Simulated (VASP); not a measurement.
Energy against volume of BaZrO₃ (cubic perovskite). All values below come from PW91 GGA, VASP's PBE PAW potentials (set 64) (plane waves; VASP). Settings: 520 eV cut-off, 5×5×5 Γ-centred mesh, Gaussian smearing of 0.050 eV, potentials Ba_sv Zr_sv O.

```
V (Å³/atom)  E (eV/atom)
-----------  -----------
14.730          -8.40235
15.185          -8.40942
15.641          -8.40359
16.096          -8.38680
```

Q: Fit these four points and predict the energy of the run at 14.274 Å³/atom.

A: A cubic in V^(−2/3), the third-order Birch-Murnaghan form, passes through the four points with V0 = 15.20 Å³/atom and B0 = 151 GPa, and gives -8.3801 eV/atom there. The run gave -8.3801 eV/atom, +0.0 meV/atom from the fit; all five points give B0 = 151 GPa.

The compound is BaZrO3 in the cubic perovskite structure. It was relaxed first.
